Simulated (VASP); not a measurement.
Write the native input for VASP 6.6.1 that does the following.

| Property | Result |
| --- | --- |
| Task | relaxation of cell and atoms |
| Functional | LDA |
| Potentials or basis | VASP PAW LDA potentials, release 64 (Mg, B) |
| Cutoff | 600 eV |
| k mesh | 15 × 15 × 10 |
| Occupations | methfessel-paxton, width 0.1 eV |
| Spin | no spin polarisation |
| Further INCAR settings | ALGO = Normal; EDIFF = 1e-07; IBRION = 2; EDIFFG = -0.005; NSW = 90; ISIF = 3 |

The structure of MgB2 lies in POSCAR:

```
MgB2                                    
1.0
    3.0294058635      0.0000000000     -0.0000000000
   -1.5147029317      2.6235424362     -0.0000000000
    0.0000000000     -0.0000000000      3.4581121320
  Mg              B             
     1     2
Direct
     0.0000000000000000    0.0000000000000000    0.0000000000000000
     0.3333333332999970    0.6666666667000030    0.5000000000000000
     0.6666666667000030    0.3333333332999970    0.5000000000000000
```

These files were run (other wordings do the same):

INCAR

```
ALGO     = Normal         # electronic algorithm
EDIFF    = 1E-7           # SCF threshold, eV
EDIFFG   = -0.005         # ionic threshold
ENCUT    = 600            # plane-wave cutoff, eV
GGA      = CA             # functional
IBRION   = 2              # ionic algorithm
ISIF     = 3              # what is computed and relaxed
ISMEAR   = 1              # smearing method
KPAR     = 2            
LASPH    = T              # aspherical terms in the spheres
LCHARG   = F              # write CHGCAR
LREAL    = F              # projectors in reciprocal space
LWAVE    = F              # write WAVECAR
NELM     = 80             # most SCF steps
NSW      = 90             # ionic steps
PREC     = Accurate       # precision mode
SIGMA    = 0.1            # smearing width, eV
```

KPOINTS

```
k-points
0
Gamma
  15 15 10
```

Potentials or basis: VASP PAW LDA potentials, release 64 (Mg, B).

The run is started by

```bash
$ cat potpaw_LDA.64/Mg/POTCAR potpaw_LDA.64/B/POTCAR > POTCAR
$ mpirun -np 2 vasp_std > vasp.out
```

Results of the run:

```yaml
Pressure_after_relaxing: 0.0 GPa
Band_gap_on_the_k_mesh: none (metal or under the smearing width)
```

Caveat: the relaxation stopped at its first step, so nothing moved.

Run time: 10 s on 2 MPI ranks on AMD EPYC 9R45 (Zen 5) (shared host), peak memory 0.14 GiB a rank.
